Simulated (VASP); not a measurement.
**RbRe3: relaxation of cell and atoms with PBE**

Crystal: RbRe3.

```xyz
4
Lattice="-2.9464 2.9464 2.9464 2.9464 -2.9464 2.9464 2.9464 2.9464 -2.9464" Properties=species:S:1:pos:R:3 pbc="T T T"
Rb    0.0000    0.0000    0.0000
Re    2.9464    0.0000    0.0000
Re    0.0000    2.9464    0.0000
Re    0.0000    0.0000    2.9464
```

The cell was built by a generator and needn't be a form met in nature.

```
Program                : VASP 6.6.1
Task                   : relaxation of cell and atoms
Functional             : PBE
Potentials or basis    : VASP PAW PBE potentials, release 64 (Rb_sv, Re)
Cutoff                 : 600 eV
k mesh                 : 7 × 7 × 7
Occupations            : methfessel-paxton, width 0.1 eV
Spin                   : no spin polarisation
Further INCAR settings : ALGO = Normal; EDIFF = 1e-06; IBRION = 2; EDIFFG = -0.005; NSW = 40; ISIF = 3
```

```
Relaxed volume                         : 19.28 Å³/atom
Relaxed cell                           : a = 4.645 Å, b = 4.645 Å, c = 4.645 Å, α = 109.47°, β = 109.47°, γ = 109.47°
Space group after relaxing (to 0.05 Å) : Im-3m (No. 229)
Energy gained by relaxing              : 493.3 meV/atom
Ionic steps                            : 7
Pressure after relaxing                : 0.0 GPa
Band gap on the k mesh                 : none (metal or under the smearing width)
```

The path:
```tsv
step	energy change (eV)	largest force (eV/Å)	pressure (GPa)	volume (Å³)
1	0.0000	0.0000	-18.74	102.32
2	-0.6350	0.0000	39.49	64.09
3	-1.9711	0.0000	-1.06	77.76
4	-1.9731	0.0000	-0.28	77.30
5	-1.9727	0.0000	0.52	76.85
6	-1.9725	0.0000	-0.59	77.49
7	-1.9732	0.0000	0.00	77.14
```

Final structure:
```
Rb Re
1.0
    -2.68166    2.68166    2.68166
     2.68166   -2.68166    2.68166
     2.68166    2.68166   -2.68166
Rb Re
1 3
Direct
  0.00000 0.00000 0.00000
  0.00000 0.50000 0.50000
  0.50000 0.00000 0.50000
  0.50000 0.50000 0.00000
```

Levels at points of the mesh, in eV from the Fermi level:
| k point | band 13 | band 14 | band 15 | band 16 | band 17 | band 18 |
| --- | --- | --- | --- | --- | --- | --- |
| (0.00, 0.00, 0.00) | -1.01 | 0.69 | 0.69 | 0.69 | 2.15 | 2.15 |

Run time: 8.8 min on 1 thread of Intel(R) Xeon(R) Platinum 8488C (Sapphire Rapids) (shared host), peak memory 0.29 GiB.

Caveat: the volume moved by over 15 % at a fixed basis, so the end points are rough. The run has no spin-orbit coupling, so splittings on Re are missing.
